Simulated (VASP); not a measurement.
# H2RhBr6 (Fm-3m) in VASP: single point with PBE

Aim: the single point of H2RhBr6 with PBE.

All numbers are computed with VASP 6.6.1; they aren't measurements. Logs are shortened: lines on timing, memory, paths and dates and some standing lists are left out, and cuts for length are marked.

### 1 Starting point

It takes space group Fm-3m (No. 225, cubic). The conventional cell has a = 9.419 Å, b = 9.419 Å, c = 9.419 Å, α = 90.00°, β = 90.00°, γ = 90.00°. H (site symmetry -43m) is surrounded by 12 Br at 3.33 Å. Rh (site symmetry m-3m) is surrounded by 6 Br at 2.30 Å. Around Br (site symmetry 4mm) lie 1 Rh at 2.30 Å.

The cell was built by a generator and needn't be a form met in nature.

### 2 Single point, PBE

INCAR

```
PREC     = Accurate       # precision mode
ENCUT    = 520            # plane-wave cutoff, eV
EDIFF    = 1E-7           # SCF threshold, eV
ISMEAR   = 0              # smearing method
SIGMA    = 0.2729         # smearing width, eV
LREAL    = F              # projectors in reciprocal space
LASPH    = T              # aspherical terms in the spheres
NELM     = 80             # most SCF steps
ALGO     = Normal         # electronic algorithm
ISIF     = 2              # what is computed and relaxed
LWAVE    = F              # write WAVECAR
LCHARG   = F              # write CHGCAR
GGA      = PE             # functional
NBANDS   = 40             # bands
```

KPOINTS

```
regular mesh
0
Gamma
  6 6 6
```

POSCAR

```
H2RhBr6
1.0
    0.0000000000      4.7094960000      4.7094960000
    4.7094960000      0.0000000000      4.7094960000
    4.7094960000      4.7094960000      0.0000000000
H Rh Br
2 1 6
Direct
    0.2500000000      0.2500000000      0.2500000000
    0.7500000000      0.7500000000      0.7500000000
    0.0000000000      0.0000000000      0.0000000000
    0.7560000000      0.2440000000      0.2440000000
    0.2440000000      0.7560000000      0.2440000000
    0.2440000000      0.7560000000      0.7560000000
    0.7560000000      0.2440000000      0.7560000000
    0.2440000000      0.2440000000      0.7560000000
    0.7560000000      0.7560000000      0.2440000000
```

Potentials or basis: VASP PAW PBE potentials, release 64 (H, Rh_pv, Br).

The run is started by

```console
cat potpaw_PBE.64/H/POTCAR potpaw_PBE.64/Rh_pv/POTCAR potpaw_PBE.64/Br/POTCAR > POTCAR
mpirun -np 1 vasp_std > vasp.out
```

OUTCAR:

```text
PREC = Accurate
   ENCUT = 520
   EDIFF = 1E-7
   ISMEAR = 0
   LREAL = F
   LASPH = T
   NELM = 80
   ISIF = 2
   GGA = PE

 ion  position               nearest neighbor table
   1  0.250  0.250  0.250-
   2  0.750  0.750  0.750-
   3  0.000  0.000  0.000-   4 2.30   5 2.30   6 2.30   7 2.30   8 2.30   9 2.30
   4  0.756  0.244  0.244-   3 2.30
   5  0.244  0.756  0.244-   3 2.30
   6  0.244  0.756  0.756-   3 2.30
   7  0.756  0.244  0.756-   3 2.30
   8  0.244  0.244  0.756-   3 2.30
   9  0.756  0.756  0.244-   3 2.30

  LATTYP: Found a face centered cubic cell.
 ALAT       =     9.4189920000

  Lattice vectors:

 A1 = (   0.0000000000,   4.7094960000,   4.7094960000)
 A2 = (   4.7094960000,   0.0000000000,   4.7094960000)
 A3 = (   4.7094960000,   4.7094960000,   0.0000000000)

Analysis of symmetry for initial positions (statically):
=====================================================================
 Subroutine PRICEL returns:
 Original cell was already a primitive cell.

 Routine SETGRP: Setting up the symmetry group for a
 face centered cubic supercell.

 Subroutine GETGRP returns: Found 48 space group operations
 (whereof 48 operations were pure point group operations)
 out of a pool of 48 trial point group operations.

The static configuration has the point symmetry O_h .

Analysis of symmetry for dynamics (positions and initial velocities):
=====================================================================
 Subroutine PRICEL returns:
 Original cell was already a primitive cell.

 Routine SETGRP: Setting up the symmetry group for a
 face centered cubic supercell.

 Subroutine GETGRP returns: Found 48 space group operations
 (whereof 48 operations were pure point group operations)
 out of a pool of 48 trial point group operations.

The dynamic configuration has the point symmetry O_h .

 Subroutine INISYM returns: Found 48 space group operations
 (whereof 48 operations are pure point group operations),
 and found     1 'primitive' translations

----------------------------------------------------------------------------------------

                                     Primitive cell

  volume of cell :     208.9071

  direct lattice vectors                    reciprocal lattice vectors
     0.000000000  4.709496000  4.709496000    -0.106168473  0.106168473  0.106168473
     4.709496000  0.000000000  4.709496000     0.106168473 -0.106168473  0.106168473
     4.709496000  4.709496000  0.000000000     0.106168473  0.106168473 -0.106168473

  length of vectors
     6.660233115  6.660233115  6.660233115     0.183889190  0.183889190  0.183889190

  position of ions in fractional coordinates (direct lattice)
     0.250000000  0.250000000  0.250000000
     0.750000000  0.750000000  0.750000000
     0.000000000  0.000000000  0.000000000
     0.756000000  0.244000000  0.244000000
     0.244000000  0.756000000  0.244000000
     0.244000000  0.756000000  0.756000000
     0.756000000  0.244000000  0.756000000
     0.244000000  0.244000000  0.756000000
     0.756000000  0.756000000  0.244000000

  ion indices of the primitive-cell ions
   primitive index   ion index
                 1           1
                 2           2
                 3           3
                 4           4
                 5           5
                 6           6
                 7           7
                 8           8
                 9           9

----------------------------------------------------------------------------------------

 KPOINTS: regular mesh

Automatic generation of k-mesh.
 Grid dimensions read from file:
 generate k-points for:    6    6    6

 Generating k-lattice:

  Cartesian coordinates                     Fractional coordinates (reciprocal lattice)
    -0.017694746  0.017694746  0.017694746     0.166666667  0.000000000  0.000000000
     0.017694746 -0.017694746  0.017694746     0.000000000  0.166666667  0.000000000
     0.017694746  0.017694746 -0.017694746     0.000000000  0.000000000  0.166666667

  Length of vectors
     0.030648198  0.030648198  0.030648198

  Shift w.r.t. Gamma in fractional coordinates (k-lattice)
     0.000000000  0.000000000  0.000000000

 Subroutine IBZKPT returns following result:
 ===========================================

 Found     16 irreducible k-points:

 Following reciprocal coordinates:
            Coordinates               Weight
  0.000000  0.000000  0.000000      1.000000
  0.166667  0.000000  0.000000      8.000000
  0.333333  0.000000  0.000000      8.000000
  0.500000  0.000000  0.000000      4.000000
  0.166667  0.166667  0.000000      6.000000
  0.333333  0.166667  0.000000     24.000000
[... 8 lines left out ...]
 -0.333333  0.333333  0.166667     24.000000
 -0.333333  0.500000  0.166667     12.000000
   k-points           NKPTS =     16   k-points in BZ     NKDIM =     16   number of bands    NBANDS=     40
   number of dos      NEDOS =    301   number of ions     NIONS =      9
   total plane-waves  NPLWV = 125000
   dimension x,y,z NGX =    50 NGY =   50 NGZ =   50
   dimension x,y,z NGXF=   100 NGYF=  100 NGZF=  100
   ions per type =               2   1   6
   NGX,Y,Z   is equivalent  to a cutoff of  12.48, 12.48, 12.48 a.u.
   NGXF,Y,Z  is equivalent  to a cutoff of  24.96, 24.96, 24.96 a.u.
 SYSTEM =  unknown system
   PREC   = accura    normal or accurate (medium, high low for compatibility)
   ISTART =      0    job   : 0-new  1-cont  2-samecut
   ICHARG =      2    charge: 1-file 2-atom 10-const
   ISPIN  =      1    spin polarized calculation?
   LNONCOLLINEAR =      F non collinear calculations
   LSORBIT =      F    spin-orbit coupling
   LASPH  =      T    aspherical Exc in radial PAW
   ENCUT  =  520.0 eV  38.22 Ry    6.18 a.u.  12.38 12.38 12.38*2*pi/ulx,y,z
   NELM   =     80;   NELMIN=  2; NELMDL= -5     # of ELM steps
   EDIFF  = 0.1E-06   stopping-criterion for ELM
   LREAL  =      F    real-space projection
   EDIFFG = 0.1E-05   stopping-criterion for IOM
   NSW    =      0    number of steps for IOM
   IBRION =     -1    ionic relax: 0-MD 1-quasi-New 2-CG
   NFREE  =      0    steps in history (QN), initial steepest desc. (CG)
   ISIF   =      2    stress and relaxation
   ISYM   =      2    0-nonsym 1-usesym 2-fastsym
   POTIM  = 0.5000    time-step for ionic-motion
   TEBEG  =    0.0;   TEEND  =   0.0 temperature during run
   PSTRESS=    0.0 pullay stress
   NELECT =      59.0000    total number of electrons
   NUPDOWN=      -1.0000    fix difference up-down
   EMIN   =  10.00;   EMAX   =-10.00  energy-range for DOS
   EFERMI =   0.00;   METHOD = LEGACY
   ISMEAR =     0;   SIGMA  =   0.27  broadening in eV -4-tet -1-fermi 0-gaus
   EFERMI_NEDOS =   21; number of points for ismear=-14 and -15
   IALGO  =     38    algorithm
   IMIX   =      4    mixing-type and parameters
     AMIX     =   0.40;   BMIX     =  1.00
     AMIX_MAG =   1.60;   BMIX_MAG =  1.00
  volume/ion in A,a.u.               =      23.21       156.64
  Fermi-wavevector in a.u.,A,eV,Ry     =   1.074091  2.029738 15.696653  1.153671
  Thomas-Fermi vector in A             =   2.209909
   LORBIT       =      0    0 simple, 1 ext, 2 COOP (PROOUT), +10 PAW based schemes
   GGA     = PE    functional components
   LHFCALC =     F    Hartree Fock is set to
   AEXX    =    0.0000 exact exchange contribution
   IVDW    =     0    specifies the selected vdW correction
   LEPSILON=     F    determine dielectric tensor
   LRPA    =     F    only Hartree local field effects (RPA)
 non-spin polarized calculation
 Gauss-broadening in eV      SIGMA  =   0.27
  energy-cutoff  :      520.00
  volume of cell :      208.91
 maximum number of plane-waves:      5672
 NGX is ok and might be reduce to    50
   NGX = 25   NGY = 25   NGZ = 25

 number of electron      58.9999998 magnetization

 Free energy of the ion-electron system (eV)
  ---------------------------------------------------
  ext. energy  EPLUGINS =         0.00000000
  ---------------------------------------------------
  free energy    TOTEN  =       -17.54564705 eV

  energy without entropy =      -17.09815481  energy(sigma->0) =      -17.32190093

 E-fermi :   1.1414     XC(G=0):  -8.7803

 val. band max:        1.1250569981   @ k =   0.5000   0.3333   0.0000
 cond. band min:       1.1764382006   @ k =  -0.1667   0.1667   0.0000
 fundamental gap:      0.0513812025
 Fermi energy:         1.1413727237

 k-point     1 :       0.0000    0.0000    0.0000
  band No.  band energies     occupation
      1     -46.0068      2.00000
      2     -46.0068      2.00000
      3     -46.0068      2.00000
      4     -14.2923      2.00000
      5     -13.0422      2.00000
      6     -13.0422      2.00000
[... 32 lines left out ...]
     39       9.4701      0.00000
     40       9.4701      0.00000

 k-point     2 :       0.1667    0.0000    0.0000
  band No.  band energies     occupation
      1     -46.0068      2.00000
      2     -46.0068      2.00000
      3     -46.0068      2.00000
      4     -14.2381      2.00000
      5     -13.1252      2.00000
      6     -13.0485      2.00000
[... 32 lines left out ...]
     39       9.7196      0.00000
     40       9.9386      0.00000

 k-point     3 :       0.3333    0.0000    0.0000
  band No.  band energies     occupation
      1     -46.0068      2.00000
      2     -46.0068      2.00000
      3     -46.0068      2.00000
      4     -14.0990      2.00000
      5     -13.3202      2.00000
      6     -13.0599      2.00000
[... 32 lines left out ...]
     39       9.8030      0.00000
     40       9.8514      0.00000

 k-point     4 :       0.5000    0.0000    0.0000
  band No.  band energies     occupation
      1     -46.0068      2.00000
      2     -46.0068      2.00000
      3     -46.0068      2.00000
      4     -13.9963      2.00000
      5     -13.4502      2.00000
      6     -13.0652      2.00000
[... 32 lines left out ...]
     39      10.3096      0.00000
     40      10.3132      0.00000
[... 428 lines left out ...]
     39      10.0229      0.00000
     40      10.0615      0.00000

 k-point    15 :      -0.3333    0.3333    0.1667
  band No.  band energies     occupation
      1     -46.0068      2.00000
      2     -46.0068      2.00000
      3     -46.0068      2.00000
      4     -13.9302      2.00000
      5     -13.4334      2.00000
      6     -13.0866      2.00000
[... 32 lines left out ...]
     39      10.1749      0.00000
     40      10.3727      0.00000

 k-point    16 :      -0.3333    0.5000    0.1667
  band No.  band energies     occupation
      1     -46.0068      2.00000
      2     -46.0068      2.00000
      3     -46.0068      2.00000
      4     -13.9144      2.00000
      5     -13.4023      2.00000
      6     -13.1032      2.00000
[... 32 lines left out ...]
     39      10.2168      0.00000
     40      10.3343      0.00000

------------------------ aborting loop because EDIFF is reached ----------------------------------------

  FORCE on cell =-STRESS in cart. coord.  units (eV):
  Direction    XX          YY          ZZ          XY          YZ          ZX
  --------------------------------------------------------------------------------------
  -------------------------------------------------------------------------------------
  Total       13.0617673     13.0617673     13.0617673     -0.0000000     -0.0000000      0.0000000
  in kB      100.1749729    100.1749729    100.1749729     -0.0000000     -0.0000000      0.0000000
  external PRESSURE =     100.1749729 kB  Pullay stress =       0.0000000 kB

 VOLUME and BASIS-vectors are now :
 -----------------------------------------------------------------------------
  energy-cutoff  :      520.00
  volume of cell :      208.91
      direct lattice vectors                 reciprocal lattice vectors
     0.000000000  4.709496000  4.709496000    -0.106168473  0.106168473  0.106168473
     4.709496000  0.000000000  4.709496000     0.106168473 -0.106168473  0.106168473
     4.709496000  4.709496000  0.000000000     0.106168473  0.106168473 -0.106168473

 POSITION                                       TOTAL-FORCE (eV/Angst)
 -----------------------------------------------------------------------------------
      2.35475      2.35475      2.35475        -0.000000     -0.000000      0.000000
      7.06424      7.06424      7.06424        -0.000000     -0.000000     -0.000000
      0.00000      0.00000      0.00000        -0.000000     -0.000000     -0.000000
      2.29823      4.70950      4.70950         2.369231     -0.000000      0.000000
      4.70950      2.29823      4.70950        -0.000000      2.369231      0.000000
      7.12076      4.70950      4.70950        -2.369231     -0.000000      0.000000
      4.70950      7.12076      4.70950        -0.000000     -2.369231      0.000000
      4.70950      4.70950      2.29823        -0.000000     -0.000000      2.369231
      4.70950      4.70950      7.12076        -0.000000     -0.000000     -2.369231
 -----------------------------------------------------------------------------------
    total drift:                                0.000000      0.000000      0.000000

  FREE ENERGIE OF THE ION-ELECTRON SYSTEM (eV)
  ---------------------------------------------------
  free  energy   TOTEN  =       -17.5456470499 eV

  energy  without entropy=      -17.0981548088  energy(sigma->0) =      -17.32190093
```

It took 1.7 min on 1 thread of Intel Xeon 6975P-C (Granite Rapids), shared host; peak memory 0.4 GiB.

What came out:

| Quantity | Value |
| --- | --- |
| Free energy | -17.5456 eV |
| Pressure | 10.0 GPa |
| Largest force | 2.369 eV/Å |
| Band gap on the k mesh | none (metal or under the smearing width) |

Forces in eV/Å, atoms in the order of the input:
```
H    0.000  0.000  0.000
H    0.000  0.000  0.000
Rh   0.000  0.000  0.000
Br   2.369  0.000  0.000
Br   0.000  2.369  0.000
Br  -2.369  0.000  0.000
Br   0.000 -2.369  0.000
Br   0.000  0.000  2.369
Br   0.000  0.000 -2.369
```

Levels at points of the mesh, in eV from the Fermi level:
```
           k point  band 27  band 28  band 29  band 30  band 31  band 32  band 33  band 34
(0.00, 0.00, 0.00)    -0.35    -0.35    -0.35     0.26     0.26     0.26     3.27     3.27
(0.50, 0.00, 0.00)    -0.46    -0.38    -0.38    -0.34     0.09     0.40     2.67     2.67
(0.50, 0.50, 0.00)    -0.61     0.04     0.04     0.24     0.34     0.37     1.35     3.24
```

Caveat: an odd number of electrons without spin polarisation forces a metal; a magnetic or distorted state may lie lower.
